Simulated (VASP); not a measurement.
A convergence study with VASP on CdS (zinc blende): one setting is varied, all else stays as given below, so the limit is that of these other settings. Each run relaxes cell and ions from the cell shown.

```xyz
2
Lattice="0.0000 2.9100 2.9100 2.9100 0.0000 2.9100 2.9100 2.9100 0.0000" Properties=species:S:1:pos:R:3 pbc="T T T"
Cd     0.0000     0.0000     0.0000
S      1.4550     1.4550     1.4550
```

The numbers are results of PBE GGA, VASP's PBE PAW potentials (set 64) (plane waves; VASP), not measurements. The tightest run used: 550 eV cut-off, 12×12×12 Γ-centred mesh, Gaussian smearing of 0.050 eV, potentials Cd S.

Gaps are read on the run's mesh, which can miss a band edge.

Problem. The settings run are 2×2×2 mesh; 3×3×3 mesh; 4×4×4 mesh; 5×5×5 mesh; 6×6×6 mesh; 7×7×7 mesh; 8×8×8 mesh; 9×9×9 mesh; 10×10×10 mesh; 11×11×11 mesh; 12×12×12 mesh. From which on does the relaxed volume stay within 0.1 Å³/atom of the tightest run?

Solution. From 4×4×4 mesh on: it is off by 0.064 there and by no more than 0.1 in any finer run, while 3×3×3 mesh is off by 0.300.
```tsv
setting	relaxed volume (Å³/atom)	E (eV/atom)	gap on the mesh (eV)	irreducible k-points	difference judged (Å³/atom)
2×2×2 mesh	27.663	-2.6370	0.720	3	1.506
3×3×3 mesh	26.457	-3.0001	0.964	4	0.300
4×4×4 mesh	26.221	-3.0580	1.014	8	0.064
5×5×5 mesh	26.170	-3.0696	1.027	10	0.013
6×6×6 mesh	26.160	-3.0723	1.030	16	0.003
7×7×7 mesh	26.157	-3.0731	1.032	20	0.000
8×8×8 mesh	26.157	-3.0734	1.032	29	0.000
9×9×9 mesh	26.157	-3.0735	1.032	35	0.000
10×10×10 mesh	26.157	-3.0735	1.032	47	0.000
11×11×11 mesh	26.157	-3.0735	1.032	56	0.000
12×12×12 mesh	26.157	-3.0735	1.032	72	0.000
```

Left out are rungs that failed or repeat a setting and relaxations that didn't move; long series are thinned to 24 rows.

The compound is CdS in the zinc blende structure, a metastable form; wurtzite is the usual one.
